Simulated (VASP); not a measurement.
SnO2 (rutile): the mBJ gap over mesh and path against the volume, with shape and ions relaxed at each volume; LDA's own equilibrium is at 11.912 Å³/atom. VASP (PAW), 520 eV cut-off, 5×5×8 Γ-centred mesh, Gaussian smearing of 0.050 eV, potentials Sn_d O. mBJ is a potential without an energy functional, so only the levels count.  Fit the value as a straight line in ln V.

```
V (Å³/atom)  mBJ gap over mesh and path (eV)
-----------  -------------------------------
10.84                                  4.318
11.197                                 3.900
11.555                                 3.513
11.912                                 3.155
12.269                                 2.827
12.627                                 2.535
```

### Question
Fit the rows as the text says and predict the value at 10.483.

### Answer
The slope against ln V is -11.71 eV, the volume deformation potential of this gap. The line misses the rows by up to 0.036 and gives 4.678 at 10.483. The run gave 4.764, +0.086 from the line, so the form doesn't hold that far.

Left out are failed runs and those whose mesh is unfit for this quantity.

The compound is SnO2 in the rutile structure.
